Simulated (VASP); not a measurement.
```
FeSi
1.0
    4.38704     0.00000     0.00000
    0.00000     4.38704     0.00000
    0.00000     0.00000     4.38704
Fe Si
4 4
Direct
  0.86191   0.63809   0.36191
  0.36191   0.86191   0.63809
  0.13809   0.13809   0.13809
  0.63809   0.36191   0.86191
  0.15843   0.34157   0.65843
  0.65843   0.15843   0.34157
  0.84157   0.84157   0.84157
  0.34157   0.65843   0.15843
```

Computed with PBE GGA, VASP's PBE PAW potentials (set 64) (plane waves; VASP). Numerical set-up: 500 eV cut-off, 5×5×5 Γ-centred mesh, Gaussian smearing of 0.050 eV, potentials Fe Si.

Problem. What does the run give for the energy per atom (σ→0), pressure?

Solution. 
| Property | Value |
|---|---|
| energy per atom (σ→0) | -7.334 eV/atom |
| pressure | 10.08 GPa |

Total energies compare only between runs with the same potentials, cut-off and functional.

The compound is FeSi in the B20 structure. It was relaxed first under an external pressure of 10 GPa. The run is not spin-polarised, so no magnetic state was tried.
